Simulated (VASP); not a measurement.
The input files of a VASP run:

File KPOINTS:
```
K-points
0
Gamma
 8 8 8
```

INCAR:
```
EDIFFG = -0.02   ! ionic stop
ENCUT = 500   ! plane-wave cut-off (eV)
LMAXMIX = 4   ! l cut-off of mixed one-centre charges
ALGO = Normal
LWAVE = .False.
GGA = PS
ISMEAR = 0   ! Gaussian
EDIFF = 1E-6
PSTRESS = 100
PREC = Accurate
SYSTEM = AlAs
LCHARG = .False.
IBRION = 2   ! conjugate gradients
SIGMA = 0.05   ! width (eV)
LASPH = .True.
NELM = 100   ! most electronic steps
ISIF = 3   ! ions, shape and volume
NSW = 40
LREAL = .False.   ! projection in real space or not
```

File POSCAR:
```
AlAs
1
    0.0000000000     2.7392661841     2.7392661841
    2.7392661841     0.0000000000     2.7392661841
    2.7392661841     2.7392661841     0.0000000000
Al As
1 1
Direct
  0.0000000000   0.0000000000   0.0000000000
  0.2500000000   0.2500000000   0.2500000000
```

POTCAR, in this order: Al As (PBE.64 set). Program: vasp_std.

Problem. Translate this PBEsol calculation to Quantum ESPRESSO's pw.x.

Solution. One equivalent input (not run):
```
&CONTROL
  calculation = 'vc-relax'
  pseudo_dir = './pseudo'
  outdir = './out'
  tprnfor = .true.
  tstress = .true.
  nstep = 40
  forc_conv_thr = 0.00078
/
&SYSTEM
  ibrav = 0
  nat = 2
  ntyp = 2
  ecutwfc = 84
  occupations = 'smearing'
  smearing = 'gaussian'
  degauss = 0.003675
  input_dft = 'pbesol'
/
&ELECTRONS
  conv_thr = 7.3e-08
  electron_maxstep = 100
/
&IONS
/
&CELL
  press = 100
/
ATOMIC_SPECIES
  Al 26.982 Al.upf
  As 74.922 As.upf
CELL_PARAMETERS angstrom
     0.0000000    2.7392662    2.7392662
     2.7392662    0.0000000    2.7392662
     2.7392662    2.7392662    0.0000000
ATOMIC_POSITIONS crystal
  Al   0.0000000  0.0000000  0.0000000
  As   0.2500000  0.2500000  0.2500000
K_POINTS automatic
  8 8 8 0 0 0
```
Limits of the translation: the potentials are each code's own (VASP's PAW set, PseudoDojo norm-conserving files in pw.x), so ENCUT and ecutwfc are chosen apart and not converted; conv_thr bounds pw.x's estimated SCF error, while EDIFF bounds the energy change between steps; forc_conv_thr acts on force components and is met together with etot_conv_thr.

The compound is AlAs in the zinc blende structure. It was relaxed first under an external pressure of 10 GPa.
